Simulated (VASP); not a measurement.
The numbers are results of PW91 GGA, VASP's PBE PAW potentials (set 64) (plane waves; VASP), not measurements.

VASP ran on this input.

INCAR:
```
# general
SYSTEM  = Ag
PREC    = Accurate
ENCUT   = 520   # plane-wave cut-off (eV)
LREAL   = .FALSE.   # projection in real space or not
LASPH   = .TRUE.   # aspherical one-centre terms

# electronic loop
EDIFF   = 1E-6   # SCF stop (eV)
NELM    = 100
ALGO    = Normal   # blocked Davidson
LMAXMIX = 4

# smearing
ISMEAR  = 1   # Methfessel-Paxton
SIGMA   = 0.1   # width (eV)

# functional
GGA     = 91   # PW91

# ions
IBRION  = 2
NSW     = 60
ISIF    = 3
EDIFFG  = -0.01

# output
LWAVE   = .FALSE.
LCHARG  = .FALSE.
```

File KPOINTS:
```
Automatic mesh
0
Gamma
14 14 14
```

POSCAR:
```
Ag
1
    0.0000000000     2.0733022365     2.0733022365
    2.0733022365     0.0000000000     2.0733022365
    2.0733022365     2.0733022365     0.0000000000
Ag
1
Direct
  0.0000000000   0.0000000000   0.0000000000
```

POTCAR, in this order: Ag (PBE.64 set). Program: vasp_std.

Output of the run:

**OSZICAR**
```
       N       E                     dE             d eps       ncg     rms          rms(c)
DAV:   1     0.454061216345E+02    0.45406E+02   -0.57828E+03  1928   0.111E+03
DAV:   2    -0.263831553363E+01   -0.48044E+02   -0.45911E+02  1918   0.208E+02
DAV:   3    -0.302069284322E+01   -0.38238E+00   -0.38229E+00  2217   0.232E+01
DAV:   4    -0.302150322225E+01   -0.81038E-03   -0.81037E-03  2113   0.994E-01
DAV:   5    -0.302150937273E+01   -0.61505E-05   -0.61501E-05  2135   0.802E-02    0.472E+00
DAV:   6    -0.276015468444E+01    0.26135E+00   -0.12886E+00  1908   0.122E+01    0.300E+00
DAV:   7    -0.275300149784E+01    0.71532E-02   -0.83938E-03  2037   0.103E+00    0.172E+00
DAV:   8    -0.275011340513E+01    0.28881E-02   -0.61322E-04  1929   0.245E-01    0.640E-02
DAV:   9    -0.275012025711E+01   -0.68520E-05   -0.66443E-06  2156   0.237E-02    0.124E-02
DAV:  10    -0.275012570729E+01   -0.54502E-05   -0.29343E-06  2038   0.211E-02    0.544E-03
DAV:  11    -0.275012540181E+01    0.30548E-06   -0.41536E-08   983   0.218E-03
   1 F= -.27501254E+01 E0= -.27498846E+01  d E =-.275013E+01
```

### OUTCAR
```
------------------------ aborting loop because EDIFF is reached ----------------------------------------
  FORCE on cell =-STRESS in cart. coord.  units (eV):
  Direction    XX          YY          ZZ          XY          YZ          ZX
  --------------------------------------------------------------------------------------
  Total        0.0064500      0.0064500      0.0064500     -0.0000000      0.0000000     -0.0000000
  in kB        0.5797698      0.5797698      0.5797698     -0.0000000      0.0000000     -0.0000000
  external PRESSURE =       0.5797698 kB  Pullay stress =       0.0000000 kB
  volume of cell :       17.82
      direct lattice vectors                 reciprocal lattice vectors
     0.000000000  2.073302237  2.073302237    -0.241161173  0.241161173  0.241161173
     2.073302237  0.000000000  2.073302237     0.241161173 -0.241161173  0.241161173
     2.073302237  2.073302237  0.000000000     0.241161173  0.241161173 -0.241161173
 POSITION                                       TOTAL-FORCE (eV/Angst)
 -----------------------------------------------------------------------------------
      0.00000      0.00000      0.00000        -0.000000      0.000000      0.000000
 -----------------------------------------------------------------------------------
    total drift:                               -0.000000      0.000000     -0.000000
  FREE ENERGIE OF THE ION-ELECTRON SYSTEM (eV)
  ---------------------------------------------------
  free  energy   TOTEN  =        -2.7501254018 eV

  energy  without entropy=       -2.7494028472  energy(sigma->0) =       -2.74988455

 reached required accuracy - stopping structural energy minimisation
```
(Selected blocks of OUTCAR.)

The compound is Ag in the fcc structure. It was relaxed first. The start is the result of an earlier pass.
